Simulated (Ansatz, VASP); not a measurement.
# Cross-check of Ba2CuP2O8 between VASP and Ansatz, part 5 of 5

One calculation is typed for both programs; each brings its own data sets. How far apart do they land? The cell is taken from a series of runs on this material, whose earlier steps may have relaxed, scaled, displaced or heated it; both programs get it as it stands. Valence electrons are named where the data sets of a main pair hold unlike numbers.

VASP 6.6.1 and Ansatz 0.2.0.

So far. Step 8 (Side by side): The forces differ by 83 meV/Å r.m.s., which is 27.9 % of the r.m.s. force of 0.299 eV/Å (both taken over all components).

### Step 10. VASP: electric field gradients, LDA (continued)

Level of this step: LDA, spin-polarised from a ferromagnetic start; plane waves and PAW (Ba_sv, Cu, P, O) (VASP).

Numbers of over 12 decimals in the logs are rounded to 6 here.

From OUTCAR (step 10):

```text
  Total       -4.6502437     -4.1592157     -3.1820212      0.0000000      0.0000000     -0.4577840
  in kB      -35.5659609    -31.8104844    -24.3367121      0.0000000      0.0000000     -3.5012202
  external PRESSURE =     -30.5710525 kB  Pullay stress =       0.0000000 kB

 POSITION                                       TOTAL-FORCE (eV/Angst)
 -----------------------------------------------------------------------------------
      1.72112      0.00000      1.43246        -0.039329      0.000000     -0.022728
      8.64203      0.00000      5.22541         0.039329      0.000000      0.022728
      5.18158      0.00000      3.32894        -0.000000      0.000000      0.000000
      0.31119      0.00000      4.66976        -0.138754      0.000000      0.136796
     10.05197      0.00000      1.98811         0.138754      0.000000     -0.136796
      1.53792      0.00000      5.59619         0.039285      0.000000      0.050747
     11.33011      0.00000      1.17886         0.143347      0.000000     -0.122241
     -0.96695      0.00000      5.47901        -0.143347      0.000000      0.122241
      8.82523      0.00000      1.06168        -0.039285      0.000000     -0.050747
      6.54623      1.31856      3.74929        -0.062795     -0.204872     -0.202706
      3.81692      1.31856      2.90859         0.062795     -0.204872      0.202706
      3.81692     -1.31856      2.90859         0.062795      0.204872      0.202706
      6.54623     -1.31856      3.74929        -0.062795      0.204872     -0.202706
 -----------------------------------------------------------------------------------
    total drift:                               -0.000000      0.000000      0.000000

  FREE ENERGIE OF THE ION-ELECTRON SYSTEM (eV)
  ---------------------------------------------------
  free  energy   TOTEN  =       -99.2977537550 eV

  energy  without entropy=      -99.2947462066  energy(sigma->0) =      -99.29624998

 magnetization (x)
# of ion       s       p       d       tot
------------------------------------------
    1       -0.000   0.000  -0.000   0.000
    2       -0.000   0.000  -0.000   0.000
    3       -0.001  -0.000   0.206   0.205
    4        0.000   0.001   0.000   0.001
    5        0.000   0.001   0.000   0.001
    6        0.000   0.011   0.000   0.012
    7       -0.000   0.000   0.000   0.000
    8       -0.000   0.000   0.000   0.000
    9        0.000   0.011   0.000   0.012
   10        0.002   0.019   0.000   0.021
   11        0.002   0.019   0.000   0.021
   12        0.002   0.019   0.000   0.021
   13        0.002   0.019   0.000   0.021
--------------------------------------------------
tot          0.008   0.100   0.206   0.314

[... 2 parts as in an earlier step ...]

[... 1 further part left out ...]
[key lines of the parts left out:]
E-fermi :   1.7897
```

The k-mesh is coarse for a metal. Oxides and halides of Cu are often magnetic insulators, and a metal at this level, without U or exact exchange, may be an artefact.

### Step 11. Differences

What differs besides the data sets and the points named for the pairs above, as far as they apply: the data sets hold 97 valence electrons in Ansatz (on its default PAW (the set named soft_2) files) and 89 in VASP. Total energies have different zeros and are not compared.

The two programs side by side:

```tsv
quantity	Ansatz	VASP	difference
gap on the k mesh (eV)	0.392	0.000	+0.392
total moment (μB)	1.00	0.33	+0.67
moment on Cu3 (μB)	0.60	0.20	+0.39
moment on O12 (μB)	0.07	0.02	+0.05
moment on O11 (μB)	0.07	0.02	+0.05
moment on O10 (μB)	0.07	0.02	+0.05
moment on O13 (μB)	0.07	0.02	+0.05
Vzz at Ba1 (V/Å²)	-55.1	-57.9	+2.9
Vzz at Ba2 (V/Å²)	-55.1	-57.9	+2.9
Vzz at Cu3 (V/Å²)	-50.4	-36.6	-13.8
Vzz at P4 (V/Å²)	-17.6	-21.6	+4.0
Vzz at P5 (V/Å²)	-17.6	-21.6	+4.0
Vzz at O6 (V/Å²)	68.3	66.3	+2.0
Vzz at O7 (V/Å²)	71.0	68.7	+2.4
Vzz at O8 (V/Å²)	71.0	68.7	+2.4
Vzz at O9 (V/Å²)	68.3	66.3	+2.0
Vzz at O10 (V/Å²)	85.8	87.4	-1.6
```

Forces on 7 of the 13 atoms, those with the largest forces and the largest differences (eV/Å; atoms numbered as in POSCAR):

```tsv
atom	Ansatz x, y, z	VASP x, y, z
P4	-0.145, 0.000, 0.036	-0.139, 0.000, 0.137
O7	0.288, 0.000, -0.238	0.143, 0.000, -0.122
O8	-0.288, 0.000, 0.238	-0.143, 0.000, 0.122
O10	-0.010, -0.330, -0.162	-0.063, -0.205, -0.203
O11	0.010, -0.330, 0.162	0.063, -0.205, 0.203
O12	0.010, 0.330, 0.162	0.063, 0.205, 0.203
O13	-0.010, 0.330, -0.162	-0.063, 0.205, -0.203
```

The forces differ by 68 meV/Å r.m.s., which is 59.9 % of the r.m.s. force of 0.114 eV/Å (both taken over all components). The run of VASP shows no gap on this mesh, while the other program finds a gap of 0.39 eV: the two runs may hold unlike electronic states. A gap on the mesh is an upper bound, since the band edges may lie between its points. By their total or site moments the two runs ended in different magnetic states; the other differences may follow from that, so they don't measure the programs' precision.

### Step 12. Further runs

Further runs change the set-up of one program: Ansatz's method, potentials or start, or VASP's data sets, cutoff or form of LDA. The table gives Ansatz less VASP for each quantity, since a change that brings one quantity closer may part another.

```tsv
run	r.m.s. force difference (meV/Å)	gap on the k mesh (eV)	total moment (μB)	Vzz at Ba1 (V/Å²)	Vzz at Ba2 (V/Å²)	Vzz at Cu3 (V/Å²)
as above	68	0.39	0.67	2.9	2.9	-14
VASP with the data sets Ba_sv_GW, Cu_sv_GW, P_GW and O_GW and a cutoff of 750 eV	126	0.39	0.66	-1.0	-1.0	-22
VASP with the data sets Ba_sv, Cu, P_h and O_h and a cutoff of 1230 eV	46	0.39	0.67	2.6	2.6	-14
```

### Step 13. Summary of results

| Quantity | Value |
| --- | --- |
| difference in Vzz at Cu3 (electric field gradients, LDA, DFT+U) | 28 V/Å² |
| r.m.s. force difference (electric field gradients, LDA, DFT+U) | 85 meV/Å |
| difference in gap on the k mesh (electric field gradients, LDA, DFT+U) | -0.32 eV |
| difference in Vzz at Cu3 (electric field gradients, PBEsol, DFT+U) | 35 V/Å² |
| r.m.s. force difference (electric field gradients, PBEsol, DFT+U) | 28 % of the r.m.s. force |
| difference in total moment (electric field gradients, LDA) | 0.67 μB |
| r.m.s. force difference (electric field gradients, LDA) | 68 meV/Å |
| difference in gap on the k mesh (electric field gradients, LDA) | 0.39 eV |
| difference in Vzz at Cu3 (electric field gradients, LDA) | -14 V/Å² |

The r.m.s. force difference is 28 % of the r.m.s. force (electric field gradients, PBEsol, DFT+U). The data sets hold unlike numbers of valence electrons (97 in Ansatz and 89 in VASP), so part of the differences comes from the potentials. Electric field gradients, LDA, DFT+U, VASP with the data sets Ba_sv_GW, Cu_sv_GW, P_GW and O_GW and a cutoff of 750 eV: r.m.s. force difference goes from 85 to 148 meV/Å; the difference in gap on the k mesh goes from -0.32 to -0.57 eV; the difference in Vzz at Ba1 goes from 3.6 to -0.55 V/Å²; the difference in Vzz at Ba2 goes from 3.6 to -0.55 V/Å²; the difference in Vzz at Cu3 goes from 28 to 16 V/Å². The runs of the electric field gradients, LDA pair ended with unlike moments, so it says little about numerical agreement. By the marks of this series, far apart in the electric field gradients, LDA pair: the r.m.s. force difference, 68 meV/Å, the difference in gap on the k mesh, 0.39 eV and the difference in Vzz at Cu3, -14 V/Å². Electric field gradients, LDA, VASP with the data sets Ba_sv_GW, Cu_sv_GW, P_GW and O_GW and a cutoff of 750 eV: r.m.s. force difference goes from 68 to 126 meV/Å; the difference in Vzz at Ba1 goes from 2.9 to -1.0 V/Å²; the difference in Vzz at Ba2 goes from 2.9 to -1.0 V/Å²; the difference in Vzz at Cu3 goes from -14 to -22 V/Å². Electric field gradients, LDA, VASP with the data sets Ba_sv, Cu, P_h and O_h and a cutoff of 1230 eV: r.m.s. force difference goes from 68 to 46 meV/Å. How closely two codes agree says nothing of how well the functional describes the real material.

[Lines on the potential files, build, host, timing and source positions are cut from VASP's logs without a mark.]

[Logs are printed without paths, hosts, clocks, repeated set-up lines and the standing remarks that a program may print on its own settings, such as how far it seeks lower states.]

[Hosts, paths, dates, database ids (printed as entryN), source tags and the programs' standing remarks are cut or masked in the printed files.]
